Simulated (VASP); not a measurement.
Method: PBE GGA, VASP's PBE PAW potentials (set 64) (plane waves; VASP).

VASP input:

File KPOINTS:
```
Automatic mesh
0
Gamma
9 9 9
0 0 0
```

**POSCAR**
```
SrO
1
    0.0000000000     2.5563480054     2.5563480054
    2.5563480054     0.0000000000     2.5563480054
    2.5563480054     2.5563480054     0.0000000000
Sr O
1 1
Direct
  0.0000000000   0.0000000000   0.0000000000
  0.5000000000   0.5000000000   0.5000000000
```

**INCAR**
```
# general
SYSTEM  = SrO
PREC    = Accurate
ENCUT   = 620   # plane-wave cut-off (eV)
LREAL   = .False.
LASPH   = .True.

# electronic loop
EDIFF   = 1E-6   # SCF stop (eV)
NELM    = 100
ALGO    = Normal   # blocked Davidson
LMAXMIX = 4

# smearing
ISMEAR  = 0   # Gaussian
SIGMA   = 0.05

# functional
GGA     = PE   # PBE

# ions
IBRION  = 2   # conjugate gradients
NSW     = 40
ISIF    = 3   # ions, shape and volume
EDIFFG  = -0.02   # ionic stop
PSTRESS = 100

# output
LWAVE   = .False.
LCHARG  = .False.
```

POTCAR, in this order: Sr_sv O (PBE.64 set). Program: vasp_std.

Problem. What will the output report for the number of irreducible k-points (NKPTS), largest plane-wave count, number of space-group operations, FFT grid (NGX, NGY, NGZ)?

Solution. 
| Property | Value |
|---|---|
| number of irreducible k-points (NKPTS) | 35 |
| largest plane-wave count | 1211 |
| number of space-group operations | 48 |
| FFT grid (NGX, NGY, NGZ) | 30 × 30 × 30 |

The compound is SrO in the rock salt structure. This run relaxes it under an external pressure of 10 GPa. Symmetry was kept, so distortions that lower it aren't found.
